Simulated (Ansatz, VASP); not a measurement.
# CdC2: VASP beside Ansatz, part 2 of 2

Wanted: the spread between two codes on one cell, functional and k mesh. The cell is generated by rule, not measured, and may not be a known phase. The cell is taken from a series of runs on this material, whose earlier steps may have relaxed, scaled, displaced or heated it; both programs get it as it stands.

VASP 6.6.1 and Ansatz 0.2.0.

So far: The starting structure; VASP: relaxation of cell and atoms, PBE, pair 1; Ansatz: relaxation of cell and atoms, PBE, pair 1.

The structure was built from a prototype and need not be the compound's stable phase.

**4. Differences**

Known differences besides the potentials themselves: fixed occupations in Ansatz, narrow Gaussian smearing in VASP; the data sets hold 56 valence electrons in Ansatz (on its NC files) and 40 in VASP; the cutoff is 1115.67 eV in Ansatz and 600 eV in VASP; Ansatz adds a Pulay correction to the stress that steers its cell, VASP none. Total energies have different zeros and are not compared.

Both answers:

| quantity | Ansatz | VASP | difference |
| --- | --- | --- | --- |
| volume (Å³) | 92.99 | 93.07 | -0.08 % |
| edge a after relaxation, in the typed setting (Å) | 5.917 | 5.893 | +0.42 % |
| edge b after relaxation, in the typed setting (Å) | 3.964 | 3.974 | -0.25 % |

**5. VASP: relaxation of cell and atoms, PBE, pair 2**

The relaxed volume is the usual yardstick between codes: in a stiff, nearly cubic crystal its relative difference is about their pressure difference at one cell divided by the bulk modulus.

INCAR reads:

```
SYSTEM = CdC2
PREC = Accurate
ENCUT = 600
EDIFF = 1E-07
NELM = 120
ISMEAR = 0
SIGMA = 0.01
LREAL = .FALSE.
ALGO = Normal
GGA = PE
NBANDS = 26
LORBIT = 11
LWAVE = .FALSE.
LCHARG = .FALSE.
ISIF = 3
IBRION = 2
NSW = 80
EDIFFG = -0.005
LASPH = .TRUE.
GGA_COMPAT = .FALSE.
NELMIN = 4
EFERMI = MIDGAP
KPAR = 2
```

POSCAR reads:

```
CdC2
1.0
    3.9651100000      0.0000000000      0.0000000000
    0.0000000000      3.9651100000      0.0000000000
    0.0000000000      0.0000000000      5.9125320000
Cd C
2 4
Direct
    0.5000000000      0.5000000000      0.0000000000
    0.0000000000      0.0000000000      0.5000000000
    0.8884666504      0.8884666504      0.0000000000
    0.6115333496      0.3884666504      0.5000000000
    0.1115333496      0.1115333496      0.0000000000
    0.3884666504      0.6115333496      0.5000000000
```

KPOINTS reads:

```
Automatic mesh
0
Gamma
8 8 4
0 0 0
```

Potentials, in the order of the species: Cd and C (PBE family, release 64).

Started as:

```bash
mpirun -np 2 vasp_std
```

Numbers of over 12 decimals in the logs are rounded to 6 here.

What it wrote:

```text
[... set-up lines as in an earlier step ...]
 entering main loop
       N       E                     dE             d eps       ncg     rms          rms(c)
DAV:   1     0.270376776134E+03    0.27038E+03   -0.21567E+04  2340   0.161E+03
DAV:   2    -0.198983743576E+02   -0.29028E+03   -0.28095E+03  2492   0.367E+02
DAV:   3    -0.387752239095E+02   -0.18877E+02   -0.18748E+02  2928   0.904E+01
DAV:   4    -0.390521347884E+02   -0.27691E+00   -0.27596E+00  2698   0.112E+01
[...]
DAV:  13    -0.321900172533E+02   -0.46811E-05   -0.84635E-05  2704   0.729E-02    0.129E-02
DAV:  14    -0.321900166748E+02    0.57847E-06   -0.61846E-06  2884   0.154E-02    0.391E-03
DAV:  15    -0.321900167288E+02   -0.54011E-07   -0.48670E-07  2570   0.392E-03
   1 F= -.32190017E+02 E0= -.32190017E+02  d E =-.321900E+02
[... from here on, the cycles between the ionic steps are left out ...]
   2 F= -.32183936E+02 E0= -.32183936E+02  d E =0.608117E-02
   3 F= -.32190382E+02 E0= -.32190382E+02  d E =-.365656E-03
  11 F= -.32191001E+02 E0= -.32191001E+02  d E =-.424896E-04
  12 F= -.32191033E+02 E0= -.32191033E+02  d E =-.740716E-04
  13 F= -.32191032E+02 E0= -.32191032E+02  d E =-.735461E-04
  14 F= -.32191043E+02 E0= -.32191043E+02  d E =-.845094E-04
  15 F= -.32191043E+02 E0= -.32191043E+02  d E =-.845398E-04
  16 F= -.32191046E+02 E0= -.32191046E+02  d E =-.224242E-05
  17 F= -.32191050E+02 E0= -.32191050E+02  d E =-.671323E-05
  18 F= -.32191049E+02 E0= -.32191049E+02  d E =-.591776E-05
  19 F= -.32191051E+02 E0= -.32191051E+02  d E =-.792688E-05
  20 F= -.32191054E+02 E0= -.32191054E+02  d E =-.243877E-05
  21 F= -.32191054E+02 E0= -.32191054E+02  d E =-.284333E-05
[...]
reached required accuracy - stopping structural energy minimisation
```

OUTCAR, selected parts (step 5):

```text
  Total        0.0075178      0.0075178     -0.0115723      0.0000000      0.0000000      0.0000000
  in kB        0.1293898      0.1293898     -0.1991712      0.0000000      0.0000000      0.0000000
  external PRESSURE =       0.0198695 kB  Pullay stress =       0.0000000 kB

 POSITION                                       TOTAL-FORCE (eV/Angst)
 -----------------------------------------------------------------------------------
      1.98760      1.98760      0.00000         0.000000      0.000000      0.000000
      0.00000      0.00000      2.94546         0.000000      0.000000      0.000000
      3.53241      3.53241      0.00000        -0.000188     -0.000188      0.000000
      2.43040      1.54480      2.94546         0.000188     -0.000188      0.000000
      0.44280      0.44280      0.00000         0.000188      0.000188     -0.000000
      1.54480      2.43040      2.94546        -0.000188      0.000188     -0.000000
 -----------------------------------------------------------------------------------
    total drift:                                0.000000     -0.000000      0.000000

  FREE ENERGIE OF THE ION-ELECTRON SYSTEM (eV)
  ---------------------------------------------------
  free  energy   TOTEN  =       -32.1910542246 eV

  energy  without entropy=      -32.1910542246  energy(sigma->0) =      -32.19105422

[... 1 part as in an earlier step ...]

[... 3 further parts left out ...]
[key lines of the parts left out:]
E-fermi :   2.2860
```

The run keeps the 16 symmetry operations of its start, so it cannot find a distortion of lower symmetry.

**6. Ansatz: relaxation of cell and atoms, PBE, pair 2**

The same cell, functional and mesh now go to Ansatz, which takes its cutoff from its data sets.

The cell is taken from a series of runs on this material, whose earlier steps may have relaxed, scaled, displaced or heated it; both programs get it as it stands.

input.yaml reads:

```yaml
crystal:
  lattice:
    - [3.9651099776, 0.0, 0.0]
    - [0.0, 3.9651099776, 0.0]
    - [0.0, 0.0, 5.9125324408]
  atoms:
    - { symbol: Cd, position: [0.5, 0.5, 0.0] }
    - { symbol: Cd, position: [0.0, 0.0, 0.5] }
    - { symbol: C, position: [0.8884665355, 0.8884665355, 0.0] }
    - { symbol: C, position: [0.6115334645, 0.3884665355, 0.5] }
    - { symbol: C, position: [0.1115334645, 0.1115334645, 0.0] }
    - { symbol: C, position: [0.3884665355, 0.6115334645, 0.5] }
kpoints:
  mp_grid: { grid: [8, 8, 4] }
hamiltonian:
  xc: pbe
  pseudopotentials: { kind: nc }
scf:
  occupations: { method: fixed }
output:
  forces: true
  stress: true
  eigenvalues: true
  write_density: true
  write_potential: true
  elf: true
  volumetric_format: npy
relax:
  adjacent_minimum: "off"
  f_tol: 0.001
  max_steps: 60
  cell: { stress_tol: 0.01 }
```

Started as:

```bash
ansatz run input.yaml --threads 8 --pin off --max-ram 14336MiB --backend cpu --events-out ev --progress --plain --runs-dir out
```

What it wrote:

```text
[...]
Crystal: 6 atoms, lattice volume = 92.957 Å³
Basis set: ecut = 1115.666836 eV, 7829 PW (Γ), exchange–correlation on 90×90×144 points (8 copies of the dense FFT grid, shifted against one another)
Bands: 34, of which v1, the nominal top of the filled ones, is band 28 counted from 1 (27 counted from 0)
Symmetry: 16 space group operations
[...]
k-points: 45 of 256
[...]
cell:  # Å, volume = 92.9574 Å³
    - [3.9651099776, 0.0, 0.0]
    - [0.0, 3.9651099776, 0.0]
    - [0.0, 0.0, 5.9125324408]
  atoms:
    - { symbol: Cd, position: [0.5, 0.5, 0.0] }
    - { symbol: Cd, position: [0.0, 0.0, 0.500000] }
    - { symbol: C, position: [0.8884665355, 0.8884665355, 0.0] }
    - { symbol: C, position: [0.6115334645, 0.3884665355, 0.500000] }
    - { symbol: C, position: [0.1115334645, 0.1115334645, 0.0] }
    - { symbol: C, position: [0.3884665355, 0.6115334645, 0.500000] }
[key lines of the parts left out:]
SCF converged after 7 iterations
Free energy (F): -10184.453607 eV
Fermi energy:    7.147603 eV
P = ⅓ Tr σ = -0.0003 GPa (-0.003 kbar)
```

**7. Side by side**

What differs besides the data sets and the points named for the pairs above, as far as they apply: the data sets hold 56 valence electrons in Ansatz (on its NC files) and 40 in VASP. Total energies have different zeros and are not compared.

Both answers:

| quantity | Ansatz | VASP | difference |
| --- | --- | --- | --- |
| volume (Å³) | 92.96 | 93.09 | -0.14 % |
| edge a after relaxation, in the typed setting (Å) | 3.965 | 3.975 | -0.25 % |
| edge c after relaxation, in the typed setting (Å) | 5.912 | 5.891 | +0.37 % |

**8. VASP: relaxation of cell and atoms, PBE, pair 3**

The relaxed volume is the usual yardstick between codes: in a stiff, nearly cubic crystal its relative difference is about their pressure difference at one cell divided by the bulk modulus.

INCAR is that of step 5.

POSCAR reads:

```
CdC2
1.0
    3.9510740000      0.0000000000      0.0000000000
    0.0000000000      3.9525310000      0.0000000000
   -3.8040180000      0.0000000000      5.9494050000
Cd C
2 4
Direct
    0.5163776494      0.7818195480      0.0091012463
    0.5163777303      0.2181804520      0.5091013303
    0.7948327898      0.3436840850      0.9495917659
    0.0193993485      0.8811275610      0.4493775428
    0.0193994294      0.1188724390      0.9493776268
    0.7948327089      0.6563159150      0.4495916819
```

KPOINTS reads:

```
Automatic mesh
0
Gamma
6 6 4
0 0 0
```

Started as:

```bash
mpirun -np 2 vasp_std
```

What it wrote:

```text
[... set-up lines as in an earlier step ...]
 entering main loop
       N       E                     dE             d eps       ncg     rms          rms(c)
DAV:   1     0.277468384804E+03    0.27747E+03   -0.21877E+04  2912   0.162E+03
DAV:   2    -0.191487715291E+02   -0.29662E+03   -0.28706E+03  3126   0.371E+02
DAV:   3    -0.385850679655E+02   -0.19436E+02   -0.19296E+02  3602   0.927E+01
DAV:   4    -0.388813637903E+02   -0.29630E+00   -0.29542E+00  3284   0.119E+01
[...]
DAV:  14    -0.322354179970E+02    0.80999E-07   -0.98117E-06  3542   0.195E-02    0.462E-03
DAV:  15    -0.322354178970E+02    0.99986E-07   -0.10188E-06  3284   0.561E-03    0.983E-04
DAV:  16    -0.322354178547E+02    0.42268E-07   -0.10114E-07  1662   0.223E-03
   1 F= -.32235418E+02 E0= -.32235418E+02  d E =-.322354E+02
[... from here on, the cycles between the ionic steps are left out ...]
   2 F= -.32227386E+02 E0= -.32227386E+02  d E =0.803165E-02
   3 F= -.32235756E+02 E0= -.32235756E+02  d E =-.338098E-03
   7 F= -.32236204E+02 E0= -.32236204E+02  d E =-.745979E-05
   8 F= -.32236205E+02 E0= -.32236205E+02  d E =-.804544E-05
   9 F= -.32236209E+02 E0= -.32236209E+02  d E =-.389042E-05
  10 F= -.32236219E+02 E0= -.32236219E+02  d E =-.139957E-04
  11 F= -.32236232E+02 E0= -.32236232E+02  d E =-.266103E-04
  12 F= -.32236226E+02 E0= -.32236226E+02  d E =-.213567E-04
  13 F= -.32236234E+02 E0= -.32236234E+02  d E =-.293905E-04
  14 F= -.32236238E+02 E0= -.32236238E+02  d E =-.331187E-05
  15 F= -.32236245E+02 E0= -.32236245E+02  d E =-.102987E-04
  16 F= -.32236246E+02 E0= -.32236246E+02  d E =-.114843E-04
  17 F= -.32236247E+02 E0= -.32236247E+02  d E =-.129611E-04
  18 F= -.32236250E+02 E0= -.32236250E+02  d E =-.275314E-05
 trial-energy change:   -0.000003  1 .order   -0.000003   -0.000004   -0.000001
 step:   0.1752(harm=  0.1752)  dis= 0.00020  next Energy=   -32.236250 (dE=-0.284E-05)
 reached required accuracy - stopping structural energy minimisation
```

From OUTCAR (step 8):

```text
  Total       -0.0136256     -0.0123370      0.0157105      0.0000000      0.0000000      0.0011962
  in kB       -0.2341420     -0.2119996      0.2699694      0.0000000      0.0000000      0.0205564
  external PRESSURE =      -0.0587241 kB  Pullay stress =       0.0000000 kB

 POSITION                                       TOTAL-FORCE (eV/Angst)
 -----------------------------------------------------------------------------------
      2.01049      3.09733      0.05748         0.000656      0.000302      0.003831
      0.10482      0.86397      3.02884         0.000656     -0.000302      0.003831
     -0.47131      1.36085      5.64239        -0.000812     -0.000332     -0.002455
     -1.63652      3.49042      2.66906         0.000156      0.000720     -0.001376
     -3.54219      0.47088      5.64042         0.000156     -0.000720     -0.001376
      1.43436      2.60045      2.67103        -0.000812      0.000332     -0.002455
 -----------------------------------------------------------------------------------
    total drift:                                0.000020     -0.000152      0.000068

  FREE ENERGIE OF THE ION-ELECTRON SYSTEM (eV)
  ---------------------------------------------------
  free  energy   TOTEN  =       -32.2362500782 eV

  energy  without entropy=      -32.2362500782  energy(sigma->0) =      -32.23625008

[... 1 part as in an earlier step ...]

[... 3 further parts left out ...]
[key lines of the parts left out:]
E-fermi :   2.2001
```

The run keeps the 2 symmetry operations of its start, so it cannot find a distortion of lower symmetry.

**9. Ansatz: relaxation of cell and atoms, PBE, pair 3**

The same cell, functional and mesh now go to Ansatz, which takes its cutoff from its data sets.

The cell is taken from a series of runs on this material, whose earlier steps may have relaxed, scaled, displaced or heated it; both programs get it as it stands.

input.yaml, the sections that differ from step 6:

```yaml
crystal:
  lattice:
    - [3.9510736116, 0.0, 0.0]
    - [0.0, 3.9525311336, 0.0]
    - [-3.8040178437, 0.0, 5.9494052243]
  atoms:
    - { symbol: Cd, position: [0.5163777254, 0.7818194693, 0.0091012886] }
    - { symbol: Cd, position: [0.5163777254, 0.2181805307, 0.5091012886] }
    - { symbol: C, position: [0.7948327761, 0.3436840837, 0.9495916927] }
    - { symbol: C, position: [0.0193993158, 0.8811274598, 0.4493775738] }
    - { symbol: C, position: [0.0193993158, 0.1188725402, 0.9493775738] }
    - { symbol: C, position: [0.7948327761, 0.6563159163, 0.4495916927] }
kpoints:
  mp_grid: { grid: [6, 6, 4] }
output:
  forces: true
  stress: true
  eigenvalues: true
# hamiltonian, scf, relax: as in step 6
```

Started as:

```bash
ansatz run input.yaml --threads 8 --pin off --max-ram 14336MiB --backend cpu --events-out ev --progress --plain --runs-dir out
```

What it wrote:

```text
[...]
Crystal: 6 atoms, lattice volume = 92.910 Å³
Basis set: ecut = 1115.666836 eV, 7845 PW (Γ), exchange–correlation on 90×90×160 points (8 copies of the dense FFT grid, shifted against one another)
Bands: 34, of which v1, the nominal top of the filled ones, is band 28 counted from 1 (27 counted from 0)
Symmetry: 2 space group operations
[...]
cell:  # Å, volume = 92.9042 Å³
    - [3.951170, 0, 0.000258858]
    - [0, 3.952485, 0]
    - [-3.803721, 0, 5.948686]
  atoms:
    - { symbol: Cd, position: [0.516361, 0.781633, 0.00910051] }
    - { symbol: Cd, position: [0.516361, 0.218367, 0.509101] }
    - { symbol: C, position: [0.794876, 0.343493, 0.949616] }
    - { symbol: C, position: [0.019373, 0.881341, 0.449354] }
    - { symbol: C, position: [0.019373, 0.118659, 0.949354] }
    - { symbol: C, position: [0.794876, 0.656507, 0.449616] }
[key lines of the parts left out:]
SCF converged after 7 iterations
Free energy (F): -10184.494674 eV
Fermi energy:    6.838665 eV
P = ⅓ Tr σ = 0.0005 GPa (0.005 kbar)
```

**10. Side by side**

What differs besides the data sets and the points named for the pairs above, as far as they apply: the data sets hold 56 valence electrons in Ansatz (on its NC files) and 40 in VASP. Total energies have different zeros and are not compared.

Both answers:

| quantity | Ansatz | VASP | difference |
| --- | --- | --- | --- |
| volume (Å³) | 92.90 | 93.24 | -0.36 % |
| edge a after relaxation, in the typed setting (Å) | 3.951 | 3.960 | -0.22 % |
| edge b after relaxation, in the typed setting (Å) | 3.953 | 3.961 | -0.22 % |
| edge c after relaxation, in the typed setting (Å) | 7.061 | 7.060 | +0.01 % |

**11. Summary of results**

```yaml
difference_in_edge_a_after_relaxation_in_the_typed_setting_relaxation_of_cell_and_atoms_pbe_pair_1: 0.42 %
difference_in_edge_c_after_relaxation_in_the_typed_setting_relaxation_of_cell_and_atoms_pbe_pair_2: 0.37 %
difference_in_volume_relaxation_of_cell_and_atoms_pbe_pair_3: -0.36 %
```

The difference in edge a after relaxation, in the typed setting is 0.42 % (relaxation of cell and atoms, PBE, pair 1), within the 1.2 % picked in this series as the mark of a large difference, as far as the stopping tolerances let one tell. The data sets hold unlike numbers of valence electrons (56 in Ansatz and 40 in VASP), so part of the differences comes from the potentials. 3 further runs of this series are not shown here. How closely two codes agree says nothing of how well the functional describes the real material.

[Lines on the potential files, build, host, timing and source positions are cut from VASP's logs without a mark.]

[Logs are printed without paths, hosts, clocks, repeated set-up lines and the standing remarks that a program may print on its own settings, such as how far it seeks lower states.]

[Hosts, paths, dates, database ids (printed as entryN), source tags and the programs' standing remarks are cut or masked in the printed files.]
